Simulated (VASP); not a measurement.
A VASP calculation is set up with these files.

**INCAR**
```
SYSTEM = Ca
PREC = Accurate
ENCUT = 480
EDIFF = 1E-7
NELM = 100
ALGO = Normal
LREAL = .FALSE.
LASPH = .TRUE.
ISMEAR = 1
SIGMA = 0.1
GGA = PS
LWAVE = .FALSE.
LCHARG = .FALSE.
ISIF = 2
```

**KPOINTS**
```
K-points
0
Gamma
10 10 10
```

**POSCAR**
```
Ca
1
    0.0000000000     2.7285296208     2.8376708056
    2.8376708056     0.0000000000     2.8376708056
    2.8376708056     2.7285296208     0.0000000000
Ca
1
Direct
  0.0000000000   0.0000000000   0.0000000000
```

POTCAR, in this order: Ca_sv (PBE.64 set). Program: vasp_std.

Write an equivalent input for Quantum ESPRESSO's pw.x.

One equivalent input (not run):
```
&CONTROL
  calculation = 'scf'
  pseudo_dir = './pseudo'
  outdir = './out'
  tprnfor = .true.
  tstress = .true.
/
&SYSTEM
  ibrav = 0
  nat = 1
  ntyp = 1
  ecutwfc = 68
  occupations = 'smearing'
  smearing = 'methfessel-paxton'
  degauss = 0.00735
  input_dft = 'pbesol'
/
&ELECTRONS
  conv_thr = 7.3e-09
  electron_maxstep = 100
/
ATOMIC_SPECIES
  Ca 40.078 Ca.upf
CELL_PARAMETERS angstrom
     0.0000000    2.7285296    2.8376708
     2.8376708    0.0000000    2.8376708
     2.8376708    2.7285296    0.0000000
ATOMIC_POSITIONS crystal
  Ca   0.0000000  0.0000000  0.0000000
K_POINTS automatic
  10 10 10 0 0 0
```
Limits of the translation: the potentials are each code's own (VASP's PAW set, PseudoDojo norm-conserving files in pw.x), so ENCUT and ecutwfc are chosen apart and not converted; conv_thr bounds pw.x's estimated SCF error, while EDIFF bounds the energy change between steps.

The compound is Ca in the fcc structure. This cell was strained or had an atom moved on purpose.
